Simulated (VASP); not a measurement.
Output of a VASP run:

**OSZICAR**
```
       N       E                     dE             d eps       ncg     rms          rms(c)
DAV:   1     0.114182860762E+03    0.11418E+03   -0.74197E+03   696   0.120E+03
DAV:   2    -0.393529675203E+00   -0.11458E+03   -0.10744E+03   912   0.283E+02
DAV:   3    -0.686671204898E+01   -0.64732E+01   -0.64442E+01   900   0.640E+01
DAV:   4    -0.708637810238E+01   -0.21967E+00   -0.21938E+00  1208   0.106E+01
DAV:   5    -0.708868174570E+01   -0.23036E-02   -0.23036E-02   912   0.931E-01    0.338E+00
DAV:   6    -0.680108345462E+01    0.28760E+00   -0.54468E-01   840   0.409E+00    0.277E+00
DAV:   7    -0.678624426346E+01    0.14839E-01   -0.13555E-01   884   0.226E+00    0.160E+00
DAV:   8    -0.679868368496E+01   -0.12439E-01   -0.20083E-02   972   0.124E+00    0.188E-01
DAV:   9    -0.679940144068E+01   -0.71776E-03   -0.10741E-03   932   0.225E-01    0.105E-01
DAV:  10    -0.680010132048E+01   -0.69988E-03   -0.72067E-04   800   0.211E-01    0.127E-02
DAV:  11    -0.680011060489E+01   -0.92844E-05   -0.16928E-05  1004   0.304E-02    0.661E-03
DAV:  12    -0.680011365833E+01   -0.30534E-05   -0.43691E-06   840   0.168E-02    0.221E-03
DAV:  13    -0.680011375122E+01   -0.92890E-07   -0.36528E-07   916   0.488E-03
   1 F= -.71921796E+01 E0= -.71921796E+01  d E =0.000000E+00
```

**OUTCAR**
```
------------------------ aborting loop because EDIFF is reached ----------------------------------------
 Edisp (eV)   -0.39207
  FORCE on cell =-STRESS in cart. coord.  units (eV):
  Direction    XX          YY          ZZ          XY          YZ          ZX
  --------------------------------------------------------------------------------------
  Total      -0.01118    -0.01118    -0.01118     0.00000     0.00000     0.00000
  in kB      -0.29060    -0.29060    -0.29060     0.00000     0.00000     0.00000
  external pressure =       -0.29 kB  Pullay stress =        0.00 kB
  volume of cell :       61.65
      direct lattice vectors                 reciprocal lattice vectors
     0.000000000  3.135507298  3.135507298    -0.159463829  0.159463829  0.159463829
     3.135507298  0.000000000  3.135507298     0.159463829 -0.159463829  0.159463829
     3.135507298  3.135507298  0.000000000     0.159463829  0.159463829 -0.159463829
  FREE ENERGIE OF THE ION-ELECTRON SYSTEM (eV)
  ---------------------------------------------------
  free  energy   TOTEN  =        -7.1921796041 eV

  energy  without entropy=       -7.1921796041  energy(sigma->0) =       -7.19217960

 total charge

# of ion       s       p       d       tot
------------------------------------------
    1        1.957   5.584   0.026   7.567
    2        1.588   3.574   0.000   5.162
--------------------------------------------------
tot          3.546   9.158   0.026  12.730
```
(Selected blocks of OUTCAR.)

File POSCAR:
```
KCl
1
   -0.0000000000     3.1355072983     3.1355072983
    3.1355072983    -0.0000000000     3.1355072983
    3.1355072983     3.1355072983     0.0000000000
K Cl
1 1
Direct
  0.0000000000   0.0000000000   0.0000000000
  0.5000000000   0.5000000000   0.5000000000
```

**Question.** Write an INCAR and KPOINTS that could have produced this output.

**Answer.** One answer among several that fit: the input of the run itself, PBE GGA with D3 dispersion (Becke-Johnson damping), plane waves, VASP's PBE PAW potentials (set 64).

KPOINTS:
```
Automatic mesh
0
Gamma
8 8 8
0 0 0
```

### INCAR
```
ALGO = Normal
EDIFF = 1E-7
ENCUT = 520
GGA = PE
ISIF = 2
ISMEAR = -5
IVDW = 12
LASPH = .TRUE.
LCHARG = .TRUE.
LORBIT = 11
LREAL = .FALSE.
LWAVE = .FALSE.
NEDOS = 601
NELM = 100
PREC = Accurate
SYSTEM = KCl
```

POTCAR, in this order: K_sv Cl (PBE.64 set). Program: vasp_std.

The compound is KCl in the rock salt structure. It was relaxed first.
